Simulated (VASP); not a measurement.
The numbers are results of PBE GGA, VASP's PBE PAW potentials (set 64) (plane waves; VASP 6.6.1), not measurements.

Input for VASP

File POSCAR:
```
PbS
1
    0.0000000000     3.0024808368     3.0024808368
    3.0024808368     0.0000000000     3.0024808368
    3.0024808368     3.0024808368     0.0000000000
Pb S
1 1
Direct
  0.0000000000   0.0000000000   0.0000000000
  0.5000000000   0.5000000000   0.5000000000
```

**INCAR**
```
SYSTEM  =  PbS
PREC  =  Accurate; ENCUT  =  520; LREAL  =  .FALSE.
LASPH  =  .TRUE.; ICHARG  =  11
EDIFF  =  1E-6; NELM  =  100; ALGO  =  Normal
LMAXMIX  =  4
ISMEAR  =  0; SIGMA  =  0.05
GGA  =  PE
LWAVE  =  .FALSE.; LCHARG  =  .FALSE.
```

**KPOINTS**
```
k-points along high-symmetry lines
15
Line-mode
Reciprocal
  0.000000   0.000000   0.000000 ! GAMMA
  0.500000   0.000000   0.500000 ! X

  0.500000   0.000000   0.500000 ! X
  0.625000   0.250000   0.625000 ! U

  0.375000   0.375000   0.750000 ! K
  0.000000   0.000000   0.000000 ! GAMMA

  0.000000   0.000000   0.000000 ! GAMMA
  0.500000   0.500000   0.500000 ! L

  0.500000   0.500000   0.500000 ! L
  0.500000   0.250000   0.750000 ! W

  0.500000   0.250000   0.750000 ! W
  0.500000   0.000000   0.500000 ! X
```

POTCAR, in this order: Pb_d S (PBE.64 set). Program: vasp_std. Read from the step before: CHGCAR.

The resulting files:

File OSZICAR:
```
       N       E                     dE             d eps       ncg     rms          rms(c)
DAV:   1     0.157604143947E+03    0.15760E+03   -0.98358E+03  2528   0.148E+03
DAV:   2     0.355469010987E+01   -0.15405E+03   -0.15057E+03  2670   0.355E+02
DAV:   3    -0.907996610582E+01   -0.12635E+02   -0.12402E+02  3398   0.106E+02
DAV:   4    -0.939436887451E+01   -0.31440E+00   -0.31426E+00  2754   0.196E+01
DAV:   5    -0.940659023005E+01   -0.12221E-01   -0.12221E-01  3564   0.375E+00
DAV:   6    -0.940713653272E+01   -0.54630E-03   -0.54630E-03  3316   0.658E-01
DAV:   7    -0.940714283244E+01   -0.62997E-05   -0.62997E-05  3642   0.645E-02
DAV:   8    -0.940714288198E+01   -0.49535E-07   -0.49534E-07  2114   0.765E-03
   1 F= -.94071429E+01 E0= -.94071429E+01  d E =-.298942E-11
```

**OUTCAR**
```
 val. band max:        5.3062966991   @ k =   0.5000   0.5000   0.5000

 cond. band min:       5.7998184503   @ k =   0.5000   0.5000   0.5000



 k-point     1 :       0.0000    0.0000    0.0000
  band No.  band energies     occupation
      1     -11.4250      2.00000
      2     -11.4250      2.00000
      3     -11.4250      2.00000
      4     -11.4077      2.00000
      5     -11.4077      2.00000
      6      -7.9276      2.00000
      7      -0.7589      2.00000
      8       3.3514      2.00000
      9       3.3514      2.00000
     10       3.3514      2.00000
     11      10.4470      0.00000
     12      10.4470      0.00000
     13      10.4470      0.00000
     14      12.1671      0.00000

 k-point     2 :       0.0357    0.0000    0.0357
  band No.  band energies     occupation
      1     -11.4252      2.00000
      2     -11.4243      2.00000
      3     -11.4243      2.00000
      4     -11.4085      2.00000
      5     -11.4075      2.00000
      6      -7.9137      2.00000
      7      -0.8053      2.00000
      8       3.3350      2.00000
      9       3.3350      2.00000
     10       3.4270      2.00000
     11      10.1668      0.00000
     12      10.4031      0.00000
     13      10.4031      0.00000
     14      12.0493      0.00000

 k-point     3 :       0.0714    0.0000    0.0714
  band No.  band energies     occupation
      1     -11.4260      2.00000
      2     -11.4225      2.00000
      3     -11.4225      2.00000
      4     -11.4108      2.00000
      5     -11.4066      2.00000
      6      -7.8722      2.00000
      7      -0.9318      2.00000
      8       3.2868      2.00000
      9       3.2868      2.00000
     10       3.6352      2.00000
     11       9.5166      0.00000
     12      10.3040      0.00000
     13      10.3040      0.00000
     14      11.7725      0.00000

 k-point     4 :       0.1071    0.0000    0.1071
  band No.  band energies     occupation
      1     -11.4273      2.00000
...
```

The density is held fixed in this step, so its total energy and stress have no physical meaning. Unless said otherwise, spin-orbit coupling is left out, though it shifts the bands of the heavy elements here.

The compound is PbS in the rock salt structure. It was relaxed first.
